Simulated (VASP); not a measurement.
Input for VASP

File KPOINTS:
```
Automatic mesh
0
Gamma
  12 12 9
0 0 0
```

File POSCAR:
```
FePt
1
    2.7274710000     0.0000000000     0.0000000000
    0.0000000000     2.7940870000     0.0000000000
    0.0000000000     0.0000000000     3.6769520000
Fe Pt
1 1
Direct
  0.0000000000   0.0000000000   0.0000000000
  0.5282590000   0.5000000000   0.5000000000
```

INCAR:
```
ISMEAR = 1   # Methfessel-Paxton
ISPIN = 2
ENCUT = 400   # plane-wave cut-off (eV)
ISIF = 2
SIGMA = 0.1   # width (eV)
LCHARG = .FALSE.
GGA = PE   # PBE
NELM = 100
MAGMOM = 3.0 0.0
SYSTEM = FePt
LWAVE = .FALSE.
ALGO = Normal
LASPH = .TRUE.
NBANDS = 19
EDIFF = 1E-6   # SCF stop (eV)
LORBIT = 10
PREC = Accurate
LREAL = .FALSE.   # projection in real space or not
LMAXMIX = 6   # l cut-off of mixed one-centre charges
```

POTCAR, in this order: Fe Pt (PBE.64 set). Program: vasp_std.

Write an equivalent input for Ansatz.

One equivalent input (not run):
Ansatz 0.2 input:
```yaml
crystal:
  lattice:
    - [2.7274710, 0.0000000, 0.0000000]
    - [0.0000000, 2.7940870, 0.0000000]
    - [0.0000000, 0.0000000, 3.6769520]
  atoms:
    - { symbol: Fe, position: [0.0000000, 0.0000000, 0.0000000], spin: 3 }
    - { symbol: Pt, position: [0.5282590, 0.5000000, 0.5000000] }
kpoints:
  mp_grid: { grid: [12, 12, 9] }
hamiltonian:
  xc: pbe
  pseudopotentials: { kind: paw }
magnetization: { spin_polarized: true }
scf:
  occupations: { method: methfessel_paxton, width: 0.1 }
  max_iter: 100
output: { forces: true, stress: true, eigenvalues: true }
```
The two are equivalent in intent, not identical: each code has its own PAW files, so the cut-off isn't converted (ENCUT is set for VASP's; basis.ecutwfc is left out, and Ansatz then takes the one that its files recommend); Ansatz stops its SCF on the density residual and VASP on the energy change (EDIFF); the number of bands isn't carried over, since the valence differs with the files.

The compound is FePt in the L1_0 structure. The cell was not relaxed at this level, atoms are displaced from their ideal sites. The run is one of a series of settings (NBANDS = 19 against the base run), some of them coarse on purpose.
